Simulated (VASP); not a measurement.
CdNiSe3, 5 atoms in the cell. It takes space group Pm-3m (No. 221, cubic). The conventional cell has a = 4.767 Å, b = 4.767 Å, c = 4.767 Å, α = 90.00°, β = 90.00°, γ = 90.00°. Cd (site symmetry m-3m) has 12 Se at 3.37 Å as nearest neighbours. Ni (site symmetry m-3m) is surrounded by 6 Se at 2.38 Å. Around Se (site symmetry 4/mmm) lie 2 Ni at 2.38 Å. The cell was built by a generator and needn't be a form met in nature.

| Item | Value |
| --- | --- |
| Program | VASP 6.6.1 |
| Task | relaxation of cell and atoms |
| Functional | PW91 |
| Potentials or basis | VASP PAW PBE potentials, release 64 (Cd, Ni, Se) |
| Cutoff | 600 eV |
| k mesh | 5 × 5 × 5 |
| Occupations | fermi-dirac, width 0.05 eV |
| Spin | collinear spin, ferromagnetic start |
| Starting moments | [0.0, 1.0, 0.0, 0.0, 0.0] μB |
| Further INCAR settings | ALGO = Normal; EDIFF = 1e-06; IBRION = 2; EDIFFG = -0.01; NSW = 60; ISIF = 3 |

Potentials or basis: VASP PAW PBE potentials, release 64 (Cd, Ni, Se).

The run is started by

```sh
$ cat potpaw_PBE.64/Cd/POTCAR potpaw_PBE.64/Ni/POTCAR potpaw_PBE.64/Se/POTCAR > POTCAR
$ mpirun -np 1 vasp_std > vasp.out
```

Hardware: 1 thread of AMD EPYC 9R45 96-Core Processor (Zen 5), with other jobs on the host.

Q: Estimate the wall time of this run.

A: Run time: 2.8 min on 1 thread of AMD EPYC 9R45 96-Core Processor (Zen 5) (shared host), peak memory 0.29 GiB. Counts: scf iterations 24, k points 10, ion steps 2.
